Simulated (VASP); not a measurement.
Data:

```
CELL_PARAMETERS angstrom
      2.16670    -3.75284     0.00000
      2.16670     3.75284     0.00000
      0.00000     0.00000     7.06605
ATOMIC_POSITIONS crystal
  Cd 0.66667 0.33333 0.50006
  Cd 0.33333 0.66667 0.00006
  Se 0.66667 0.33333 0.87594
  Se 0.33333 0.66667 0.37594
```

Calculation: PBE GGA with D3 dispersion (Becke-Johnson damping), VASP's PBE PAW potentials (set 64) (plane waves; VASP). Numerical set-up: 520 eV cut-off, Gaussian smearing of 0.050 eV, potentials Cd Se.

Estimate the band gap (along the path) with the smallest direct gap where there is one.

- band gap (along the path) = 0.62 eV
- smallest direct gap (along the path) = 0.62 eV

Total energies compare only between runs with the same potentials, cut-off and functional.

The compound is CdSe in the wurtzite structure. It was relaxed first.
